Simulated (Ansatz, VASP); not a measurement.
# Ti3Ag: VASP beside Ansatz

```xyz
4
Lattice="4.2421 0.0000 0.0000 0.0000 4.2421 0.0000 0.0000 0.0000 4.0020" Properties=species:S:1:pos:R:3 pbc="T T T"
Ti    0.0000    2.1210    2.0010
Ti    2.1210    0.0000    2.0010
Ti    2.1210    2.1210    0.0000
Ag    0.0000    0.0000    0.0000
```

Change from the starting cell: volume scaled by 1.04, PAW files.

Alike in both runs: task electric field gradients; functional LDA; k mesh 9 × 9 × 9; occupations fermi-dirac, width 0.08 eV; no spin polarisation.

|  | VASP | Ansatz |
| --- | --- | --- |
| version | VASP 6.6.1 | Ansatz 0.2.0 |
| potentials or method | VASP PAW LDA potentials, release 64 (Ti_sv, Ag) | PAW with Ansatz's default frozen-core files, scalar-relativistic |
| plane-wave cutoff (eV) | 520 | 420 |
| valence electrons in the cell | 47 | 55 |

```csv
,VASP,Ansatz,Ansatz less VASP
pressure (GPa),-13.1,-13.2,-0.12
largest component of the traceless stress (GPa),1.38,1.39,+0.007
Vzz of the field gradient on the site that differs most (V/Å²),-11.1,-13.1,-1.98
```

The two sets of potentials don't hold the same shells in valence. Ansatz warned: «gradients_without_spin_orbit».
